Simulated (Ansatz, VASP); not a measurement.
# Cross-check of ZnO (zincite) between VASP and Ansatz

Wanted: the spread between two codes on one cell, functional and k mesh. The cell is taken from a series of runs on this material, whose earlier steps may have relaxed, scaled, displaced or heated it; both programs get it as it stands.

Calculated with Ansatz 0.2.0; plane waves, with VASP 6.6.1 beside it; single point at r2SCAN.

## 1. The structure

The structure is hexagonal, space group P6_3mc (No. 186). The conventional cell has a = 3.187 Å, b = 3.187 Å, c = 5.289 Å, α = 90.00°, β = 90.00°, γ = 120.00°. Nearest to Zn lie 4 O at 1.96 to 1.97 Å. Nearest to O lie 4 Zn at 1.96 to 1.97 Å. Farther neighbours and most contacts between anions are not listed.

Structure file:

```
Zn O
1.0
     3.18668    0.00000    0.00000
    -1.59334    2.75975    0.00000
     0.00000    0.00000    5.28907
Zn O
2 2
Direct
  0.33333 0.66667 0.50356
  0.66667 0.33333 0.00356
  0.66667 0.33333 0.37545
  0.33333 0.66667 0.87545
```

## 2. VASP: single point, r2SCAN, pair 1

With cell and atoms fixed, the geometry can't cause a difference; cores, projectors, grids and the points listed under the comparison can.

Lines of VASP's logs that name or quote its potential files are left out, and so is its time.

The input, INCAR:

```
SYSTEM = ZnO
PREC = Accurate
ENCUT = 580
EDIFF = 1E-06
NELM = 120
ISMEAR = 0
SIGMA = 0.01
LREAL = .FALSE.
ALGO = Normal
METAGGA = R2SCAN
LASPH = .TRUE.
NBANDS = 24
LORBIT = 11
LWAVE = .FALSE.
LCHARG = .FALSE.
ISIF = 2
GGA_COMPAT = .FALSE.
EFERMI = MIDGAP
LMIXTAU = .TRUE.
KPAR = 2
```

The input, POSCAR:

```
ZnO
1.0
    3.1866811245      0.0000000000      0.0000000000
   -1.5933405622      2.7597468076      0.0000000000
    0.0000000000      0.0000000000      5.2890708533
Zn O
2 2
Direct
    0.3333333334      0.6666666668      0.5035608921
    0.6666666668      0.3333333334      0.0035608921
    0.6666666668      0.3333333334      0.3754491079
    0.3333333334      0.6666666668      0.8754491079
```

The input, KPOINTS:

```
Automatic mesh
0
Gamma
9 9 4
0 0 0
```

PAW data sets: Zn and O (PBE family, release 64).

Started as:

```
> mpirun -np 2 vasp_std
```

Numbers of over 12 decimals in the logs are rounded to 6 here.

What it wrote:

```text
[banner, memory and clock lines left out]
running    2 mpi-ranks, on    1 nodes
 distrk:  each k-point on    1 cores,    2 groups
 distr:  one band on    1 cores,    1 groups

 POSCAR found type information on POSCAR ZnO
 POSCAR found :  2 types and       4 ions
|                                                                             |
|               ----> ADVICE to this user running VASP <----                  |
|                                                                             |
|     You enforced a specific xc type in the INCAR file but a different       |
|     [... a line on the potential file left out ...]
|     I HOPE YOU KNOW WHAT YOU ARE DOING!                                     |
|                                                                             |

 LDA part: xc-table for (None), standard interpolation
 POSCAR, INCAR and KPOINTS ok, starting setup
 FFT: planning ... GRIDC
 FFT: planning ... GRID_SOFT
 FFT: planning ... GRID
 WAVECAR not read
 entering main loop
       N       E                     dE             d eps       ncg     rms          rms(c)
DAV:   1     0.278592578948E+03    0.27859E+03   -0.20492E+04  1752   0.244E+03
DAV:   2    -0.165604906486E+02   -0.29515E+03   -0.28027E+03  1872   0.457E+02
DAV:   3    -0.460930127489E+02   -0.29533E+02   -0.29305E+02  1960   0.149E+02
DAV:   4    -0.465647956146E+02   -0.47178E+00   -0.47149E+00  1992   0.198E+01
DAV:   5    -0.465675068560E+02   -0.27112E-02   -0.27112E-02  1944   0.142E+00    0.148E+01
DAV:   6    -0.378458077334E+02    0.87217E+01   -0.56336E+00  2504   0.670E+01    0.103E+01
DAV:   7    -0.357413083487E+02    0.21045E+01   -0.34611E+00  1728   0.162E+01    0.531E+00
DAV:   8    -0.390844060206E+02   -0.33431E+01   -0.86828E-01  2064   0.233E+01    0.130E+00
DAV:   9    -0.357416886336E+02    0.33427E+01   -0.78487E-01  1872   0.190E+01    0.116E+00
DAV:  10    -0.362696137445E+02   -0.52793E+00   -0.28859E-01  1776   0.539E+00    0.267E-01
DAV:  11    -0.362703441655E+02   -0.73042E-03   -0.90139E-03  2064   0.911E-01    0.418E-01
DAV:  12    -0.362827612889E+02   -0.12417E-01   -0.96031E-04  2080   0.103E+00    0.236E-01
DAV:  13    -0.362789551326E+02    0.38062E-02   -0.21896E-02  2000   0.557E+00    0.123E+00
DAV:  14    -0.362938183985E+02   -0.14863E-01   -0.25198E-02  2072   0.447E+00    0.283E+00
[...]
DAV:  24    -0.363018845803E+02   -0.13881E-04   -0.19930E-04  2008   0.440E-01    0.333E-02
DAV:  25    -0.363019010244E+02   -0.16444E-04   -0.37719E-05  2304   0.744E-02    0.555E-02
DAV:  26    -0.363018908689E+02    0.10155E-04   -0.62497E-06  1896   0.751E-02    0.436E-02
DAV:  27    -0.363018868933E+02    0.39756E-05   -0.54926E-06  1784   0.731E-02    0.232E-02
DAV:  28    -0.363018848665E+02    0.20269E-05   -0.97162E-07  1192   0.174E-02    0.163E-02
DAV:  29    -0.363018827727E+02    0.20938E-05   -0.27971E-07   952   0.163E-02    0.109E-02
DAV:  30    -0.363018810544E+02    0.17183E-05   -0.48212E-07   928   0.244E-02    0.426E-03
DAV:  31    -0.363018807329E+02    0.32147E-06   -0.50590E-07   936   0.878E-03
   1 F= -.36301881E+02 E0= -.36301881E+02  d E =0.000000E+00
```

OUTCAR, selected parts (step 2):

```text
ion  position               nearest neighbor table
   1  0.333  0.667  0.504-   3 1.96   3 1.96   3 1.96   4 1.97
   2  0.667  0.333  0.004-   4 1.96   4 1.96   4 1.96   3 1.97
   3  0.667  0.333  0.375-   1 1.96   1 1.96   1 1.96   2 1.97
   4  0.333  0.667  0.875-   2 1.96   2 1.96   2 1.96   1 1.97

  LATTYP: Found a hexagonal cell.
 ALAT       =     3.1866811245
 C/A-ratio  =     1.6597427376

 Subroutine GETGRP returns: Found 12 space group operations
 (whereof  6 operations were pure point group operations)

The static configuration has the point symmetry C_3v.
 The point group associated with its full space group is C_6v.

 Found     36 irreducible k-points:

   k-points           NKPTS =     36   k-points in BZ     NKDIM =     36   number of bands    NBANDS=     24

   dimension x,y,z NGX =    28 NGY =   28 NGZ =   42
   dimension x,y,z NGXF=    56 NGYF=   56 NGZF=   84

   ENCUT  =  580.0 eV  42.63 Ry    6.53 a.u.   6.26  6.26 10.39*2*pi/ulx,y,z

   NELECT =      36.0000    total number of electrons

 k-points in reciprocal lattice and weights: Automatic mesh
   0.00000000  0.00000000  0.00000000       0.003
   0.11111111 -0.00000000  0.00000000       0.019
   0.22222222 -0.00000000  0.00000000       0.019
   0.33333333 -0.00000000  0.00000000       0.019
   0.44444444 -0.00000000  0.00000000       0.019
   0.11111111  0.11111111  0.00000000       0.019
   0.22222222  0.11111111  0.00000000       0.037
   0.33333333  0.11111111  0.00000000       0.037
   0.44444444  0.11111111  0.00000000       0.019
[...]
0.33333333  0.22222222  0.50000000       0.037
   0.33333333  0.33333333  0.50000000       0.006

 average (electrostatic) potential at core
       1 -41.1577       2 -41.1577       3 -76.7555       4 -76.7555

 E-fermi :   1.6838

 k-point     1 :       0.0000    0.0000    0.0000
  band No.  band energies     occupation
    ...
     14       0.2450      2.00000
     15       0.2450      2.00000
     16       0.9554      2.00000
     17       1.0752      2.00000
     18       1.0752      2.00000
     19       2.2924      0.00000
     20       7.1383      0.00000
     21       9.7008      0.00000
     22      15.1823      0.00000
     23      15.1823      0.00000
    ...

 k-point     2 :       0.1111   -0.0000    0.0000
  band No.  band energies     occupation
    ...
     14      -0.2044      2.00000
     15       0.0803      2.00000
     16       0.4296      2.00000
     17       0.8727      2.00000
     18       0.9881      2.00000
     19       3.1035      0.00000
     20       7.6600      0.00000
     21       9.6998      0.00000
     22      13.8484      0.00000
     23      15.2917      0.00000
    ...

 k-point     3 :       0.2222   -0.0000    0.0000
  band No.  band energies     occupation
    ...
     14      -1.2291      2.00000
     15      -0.4202      2.00000
     16      -0.3382      2.00000
     17       0.6090      2.00000
     18       0.7556      2.00000
     19       4.4353      0.00000
     20       8.7076      0.00000
     21       9.7315      0.00000
     22      11.9954      0.00000
     23      13.9353      0.00000
    ...

  Total        1.2544075      1.2544075      0.2634846      0.0000000      0.0000000      0.0000000
  in kB       43.2077847     43.2077847      9.0756694      0.0000000      0.0000000      0.0000000
  external PRESSURE =      31.8304130 kB  Pullay stress =       0.0000000 kB

  energy-cutoff  :      580.00
  volume of cell :       46.51
      direct lattice vectors                 reciprocal lattice vectors
     3.186681125  0.000000000  0.000000000     0.313806108  0.181176041  0.000000000
    -1.593340562  2.759746808  0.000000000     0.000000000  0.362352081  0.000000000
     0.000000000  0.000000000  5.289070853     0.000000000  0.000000000  0.189069125

 POSITION                                       TOTAL-FORCE (eV/Angst)
 -----------------------------------------------------------------------------------
      0.00000      1.83983      2.66337        -0.000000      0.000000      0.022957
      1.59334      0.91992      0.01883        -0.000000     -0.000000      0.022957
      1.59334      0.91992      1.98578         0.000000     -0.000000     -0.022957
      0.00000      1.83983      4.63031        -0.000000      0.000000     -0.022957
 -----------------------------------------------------------------------------------
    total drift:                               -0.000000     -0.000001      0.078814

  FREE ENERGIE OF THE ION-ELECTRON SYSTEM (eV)
  ---------------------------------------------------
  free  energy   TOTEN  =       -36.3018807329 eV

  energy  without entropy=      -36.3018807329  energy(sigma->0) =      -36.30188073

 total charge
# of ion       s       p       d       tot
------------------------------------------
    1        0.443   0.502   9.929  10.874
    2        0.443   0.502   9.929  10.874
    3        1.550   3.500   0.000   5.049
    4        1.550   3.500   0.000   5.049
--------------------------------------------------
tot          3.986   8.003  19.858  31.847

[... 3 further parts left out ...]
```

The run ends at a pressure of 3.18 GPa, with forces up to 0.023 eV/Å.

## 3. Ansatz: single point, r2SCAN, pair 1

Ansatz runs on its PAW soft_1 files.

The same cell, functional, mesh and smearing now go to Ansatz.

The input, input.yaml:

```yaml
crystal:
  lattice:
    - [3.1866811245, 0.0, 0.0]
    - [-1.5933405622, 2.7597468076, 0.0]
    - [0.0, 0.0, 5.2890708533]
  atoms:
    - { symbol: Zn, position: [0.3333333333, 0.6666666667, 0.5035608921] }
    - { symbol: Zn, position: [0.6666666667, 0.3333333333, 0.0035608921] }
    - { symbol: O, position: [0.6666666667, 0.3333333333, 0.3754491079] }
    - { symbol: O, position: [0.3333333333, 0.6666666667, 0.8754491079] }
kpoints:
  mp_grid: { grid: [9, 9, 4] }
hamiltonian:
  xc: r2scan
  pseudopotentials: { kind: paw, azcp: { folder: soft_1 } }
scf:
  occupations: { method: gaussian, width: 0.01 }
  n_extra_bands: 10
output:
  eigenvalues: true
  eigenstates:
    kpoints:
      - [0.0, 0.0, 0.0]
      - [0.004057408, -0.002028704, 0.0]
      - [0.0, 0.003513819, 0.0]
      - [0.0, 0.0, 0.006734254]
      - [0.002869021, 0.001050135, 0.0]
      - [0.002869021, -0.003919156, 0.0]
      - [0.002869021, -0.001434511, 0.004761837]
      - [0.002869021, -0.001434511, -0.004761837]
      - [0.0, 0.002484645, 0.004761837]
      - [0.0, 0.002484645, -0.004761837]
      - [0.002342546, 0.000857431, 0.003888023]
      - [0.002342546, 0.000857431, -0.003888023]
      - [0.002342546, -0.003199977, 0.003888023]
      - [-0.002342546, 0.003199977, 0.003888023]
      - [-0.004057408, 0.002028704, 0.0]
      - [0.0, -0.003513819, 0.0]
      - [0.0, 0.0, -0.006734254]
      - [-0.002869021, -0.001050135, 0.0]
      - [-0.002869021, 0.003919156, 0.0]
      - [-0.002869021, 0.001434511, -0.004761837]
      - [-0.002869021, 0.001434511, 0.004761837]
      - [0.0, -0.002484645, -0.004761837]
      - [0.0, -0.002484645, 0.004761837]
      - [-0.002342546, -0.000857431, -0.003888023]
      - [-0.002342546, -0.000857431, 0.003888023]
      - [-0.002342546, 0.003199977, -0.003888023]
      - [0.002342546, -0.003199977, -0.003888023]
      - [0.015215282, -0.007607641, 0.0]
      - [0.0, 0.01317682, 0.0]
      - [0.0, 0.0, 0.025253453]
      - [0.010758829, 0.003938005, 0.0]
      - [0.010758829, -0.014696833, 0.0]
      - [0.010758829, -0.005379414, 0.017856888]
      - [0.010758829, -0.005379414, -0.017856888]
      - [0.0, 0.009317419, 0.017856888]
      - [0.0, 0.009317419, -0.017856888]
      - [0.008784547, 0.003215367, 0.014580088]
      - [0.008784547, 0.003215367, -0.014580088]
      - [0.008784547, -0.011999914, 0.014580088]
      - [-0.008784547, 0.011999914, 0.014580088]
      - [-0.015215282, 0.007607641, 0.0]
      - [0.0, -0.01317682, 0.0]
      - [0.0, 0.0, -0.025253453]
      - [-0.010758829, -0.003938005, 0.0]
      - [-0.010758829, 0.014696833, 0.0]
      - [-0.010758829, 0.005379414, -0.017856888]
      - [-0.010758829, 0.005379414, 0.017856888]
      - [0.0, -0.009317419, -0.017856888]
      - [0.0, -0.009317419, 0.017856888]
      - [-0.008784547, -0.003215367, -0.014580088]
      - [-0.008784547, -0.003215367, 0.014580088]
      - [-0.008784547, 0.011999914, -0.014580088]
      - [0.008784547, -0.011999914, -0.014580088]
      - [0.0, 0.0, 0.0]
      - [0.004057408, -0.002028704, 0.0]
      - [0.0, 0.003513819, 0.0]
      - [0.0, 0.0, 0.006734254]
      - [0.002869021, 0.001050135, 0.0]
      - [0.002869021, -0.003919156, 0.0]
      - [0.002869021, -0.001434511, 0.004761837]
      - [0.002869021, -0.001434511, -0.004761837]
      - [0.0, 0.002484645, 0.004761837]
      - [0.0, 0.002484645, -0.004761837]
      - [0.002342546, 0.000857431, 0.003888023]
      - [0.002342546, 0.000857431, -0.003888023]
      - [0.002342546, -0.003199977, 0.003888023]
      - [-0.002342546, 0.003199977, 0.003888023]
      - [-0.004057408, 0.002028704, 0.0]
      - [0.0, -0.003513819, 0.0]
      - [0.0, 0.0, -0.006734254]
      - [-0.002869021, -0.001050135, 0.0]
      - [-0.002869021, 0.003919156, 0.0]
      - [-0.002869021, 0.001434511, -0.004761837]
      - [-0.002869021, 0.001434511, 0.004761837]
      - [0.0, -0.002484645, -0.004761837]
      - [0.0, -0.002484645, 0.004761837]
      - [-0.002342546, -0.000857431, -0.003888023]
      - [-0.002342546, -0.000857431, 0.003888023]
      - [-0.002342546, 0.003199977, -0.003888023]
      - [0.002342546, -0.003199977, -0.003888023]
      - [0.015215282, -0.007607641, 0.0]
      - [0.0, 0.01317682, 0.0]
      - [0.0, 0.0, 0.025253453]
      - [0.010758829, 0.003938005, 0.0]
      - [0.010758829, -0.014696833, 0.0]
      - [0.010758829, -0.005379414, 0.017856888]
      - [0.010758829, -0.005379414, -0.017856888]
      - [0.0, 0.009317419, 0.017856888]
      - [0.0, 0.009317419, -0.017856888]
      - [0.008784547, 0.003215367, 0.014580088]
      - [0.008784547, 0.003215367, -0.014580088]
      - [0.008784547, -0.011999914, 0.014580088]
      - [-0.008784547, 0.011999914, 0.014580088]
      - [-0.015215282, 0.007607641, 0.0]
      - [0.0, -0.01317682, 0.0]
      - [0.0, 0.0, -0.025253453]
      - [-0.010758829, -0.003938005, 0.0]
      - [-0.010758829, 0.014696833, 0.0]
      - [-0.010758829, 0.005379414, -0.017856888]
      - [-0.010758829, 0.005379414, 0.017856888]
      - [0.0, -0.009317419, -0.017856888]
      - [0.0, -0.009317419, 0.017856888]
      - [-0.008784547, -0.003215367, -0.014580088]
      - [-0.008784547, -0.003215367, 0.014580088]
      - [-0.008784547, 0.011999914, -0.014580088]
      - [0.008784547, -0.011999914, -0.014580088]
basis:
  ecutwfc: 600.0
checkpoint:
  read: start.run
  write: ck
  compress: false
  write_wavefunctions: false
  write_every: 100000
```

Started as:

```
> ansatz run input.yaml --threads 4 --pin off --max-ram 9216MiB --backend cpu --events-out ev --progress --plain --runs-dir out
```

What it wrote:

```text
scf.n_extra_bands = 10 over 18 filled bands (N_el = 36.0): the run solves 28 bands
Engine: ansatz 0.2.0, x86_64-unknown-linux-gnu
Pseudopotentials: kind: paw
Pseudopotential: Zn, paw, valence charge 12, recommended cutoff 500 eV (meta_gga), soft_1/Zn.paw.azcp
Pseudopotential: O, paw, valence charge 6, recommended cutoff 500 eV (meta_gga), soft_1/O.paw.azcp
Functional definition: r2SCAN
  parameter k0 = 0.174
  parameter k1 = 0.065
  parameter a1 = 4.9479
  exchange = r2scan_x(k0 = k0, k1 = k1, a1 = a1)
  correlation = r2scan_c
Crystal: 4 atoms, lattice volume = 46.514 Å³
Basis set: ecut = 600 eV, 1533 PW (Γ), exchange–correlation on 108×108×180 points (64 copies of the dense FFT grid, shifted against one another)
Bands: 28, of which v1, the nominal top of the filled ones, is band 18 counted from 1 (17 counted from 0)
Symmetry: 12 space group operations
Space group: P63mc (ITA 186), of the structure as read, at distance tolerance 3.6e-5 Å
k-points: 36 of 324 (time reversal used)
Non-local potential: Zn, projectors of the file, l = 0: 2, l = 1: 2, l = 2: 3, l = 3: 1
Non-local potential: O, projectors of the file, l = 0: 2, l = 1: 2, l = 2: 1
PAW form: soft (Blöchl's): semilocal exchange-correlation on the pseudo side does not see the compensation charge
PAW frozen core: Zn, regenerated for the run's functional (the file was generated under x = pbe(κ = 0.804, μ = 0.219515), c = pbe(β = 0.066725))
PAW frozen core: O, regenerated for the run's functional (the file was generated under x = pbe(κ = 0.804, μ = 0.219515), c = pbe(β = 0.066725))
PAW one-centre angular grid: Zn, 590 points (default); XC on 160 Gauss nodes
PAW one-centre angular grid: O, 302 points (default); XC on 160 Gauss nodes
Initial density: read from a saved state, or passed on in memory by an earlier SCF of this step, an earlier step, the calling program or the single point that the run made first
Initial wavefunctions: pseudopotential atomic-orbital guess
Functional: x = r2scan, c = r2scan; τ floored in thin density (d = 2e-4 eV/Å³)
iter 1 solved again at ethr=8.68e-7 eV; its pass at ethr=3.10e-3 eV (dr2=3.13e-4 eV) is discarded
SCF iter   1: F=—  HF=-7789.859662 eV  |F-HF|=—  |Δ(HF+E_count)|=         —  Δρ=4.11e-6  dr2=4.46e-9  dr2_τ=4.81e-10  ethr=8.68e-7  ⟨swp⟩=3.0  Hψ=7957  notcnv=0
eigensolver tolerance schedule: the retry pair's looser diagonalisation over-reported the residual by 70015.22 of it (diagonalisation noise at an unbounded share of the residual, at the tolerance the schedule requests for it); recorded, not acted on — ethr = c·dr2/N_el stays at c = 1.0e-1
preconditioner: auto → Resta (q_TF=auto, 2.614 Å⁻¹)  ε∞=4.4  [insulator: Δε(μ)=1.216 eV  Ē_g=17.786 eV  σ=0.010 eV  W_gap=1.00  n_scr=22 (ndim 8)  ℏωp=32.7 eV  f_vac=0.032  D(μ)=0.00/eV (n_scr^D=0)  ε∞_Penn≈4.4]
SCF iter   2: F=—  HF=-7789.859662 eV  |F-HF|=—  |Δ(HF+E_count)|=   1.84e-7  Δρ=4.06e-6  dr2=4.85e-9  dr2_τ=9.44e-10  ethr=1.24e-11  ⟨swp⟩=5.5  Hψ=4082  notcnv=0
SCF iter   3: F=-7789.859662 eV  HF=-7789.859662 eV  |F-HF|=8.42e-10  |Δ(HF+E_count)|=  9.44e-10  Δρ=1.97e-6  dr2=1.11e-9  dr2_τ=1.15e-10  ethr=1.24e-11  ⟨swp⟩=1.0  Hψ=2160  notcnv=0
SCF 1 converged in 3 iterations: F = -7789.859662 eV  dr2 = 1.11e-9
  greatest PAW one-centre occupation: 0.987 electrons in one spin orbital (limit 2), on the Zn atom at site 0 (counted from 0), in its partial waves of l = 2
NSCF: frozen V_eff on 106 k-points
SCF converged after 3 iterations
Free energy (F): -7789.859662 eV
Harris-Foulkes:  -7789.859662 eV  (|F-HF|=8.42e-10)
Internal energy: -7789.859662 eV  (E = F + TS)
E sigma→0 (E₀):  -7789.859662 eV
Fermi energy:    7.773135 eV
--- Per-component energies (eV) ---
  E_band       = 54.159460
  E_kinetic    = 631.017479
  E_local      = -4421.210083  (includes V_loc(G=0)·N_el)
  E_nonlocal   = 1768.127920
  E_hartree    = 1667.364064
  E_xc         = -280.581639
  E_vxc        = -305.185615  (∫ρ·V_xc dr)
  E_paw        = -4167.524762  (= ΣΔE_a)
  E_vpaw       = -971.274856  (= ΣTr[D̂ρ^β])
  E_aug_tail   = 0.000416  (compensation charges beyond the density's cutoff)
  E_vtau       = 17.955792  (kinetic-family band-sum trace: ∫τ·v_τ [+ j·A + Jᵃ·Aᵃ] dr)
  E_ewald      = -2986.623941
  E_core_change = -0.429116  (= ΣΔE_core)
  E_smearing   = -0.000000  (= −TS)
  E_closure    = -0.000000  (closes the sum)
  Σ components = -7789.859662   (vs F -7789.859662, Δ=0.00e0)
--- Band table (eV; the first three rows and the last of 36) ---
  k-point 0: bands = [... 14 lower, 6.3363, 7.0457, 7.1653, 7.1653, 8.3810, 13.2324, 15.7887, 21.3132, ... 6 higher]
  k-point 1: bands = [... 14 lower, 6.4597, 6.4597, 7.0459, 7.0459, 9.4711, 12.5401, 16.4136, 20.0410, ... 6 higher]
  k-point 2: bands = [... 14 lower, 6.7549, 6.7549, 6.7549, 6.7549, 11.0923, 11.0923, 17.9002, 17.9002, ... 6 higher]
  k-point 35: bands = [... 14 lower, 4.4335, 4.4335, 5.7241, 5.7241, 15.6386, 15.6386, 15.8498, 15.8498, ... 6 higher]
```

## 4. Side by side

Known differences besides the potentials themselves: VASP keeps PBE cores, Ansatz makes them for the functional; the cutoff is 600 eV in Ansatz and 580 eV in VASP. Total energies have different zeros and are not compared.

Both answers:

```tsv
quantity	Ansatz	VASP	difference
gap on the k mesh (eV)	1.216	1.217	-0.002
```

A gap on the mesh is an upper bound, since the band edges may lie between its points.

(Part 1 of 2 ends here.)

[Lines on the potential files, build, host, timing and source positions are cut from VASP's logs without a mark.]

[Logs are printed without paths, hosts, clocks, repeated set-up lines and the standing remarks that a program may print on its own settings, such as how far it seeks lower states.]

[Hosts, paths, dates, database ids (printed as entryN), source tags and the programs' standing remarks are cut or masked in the printed files.]
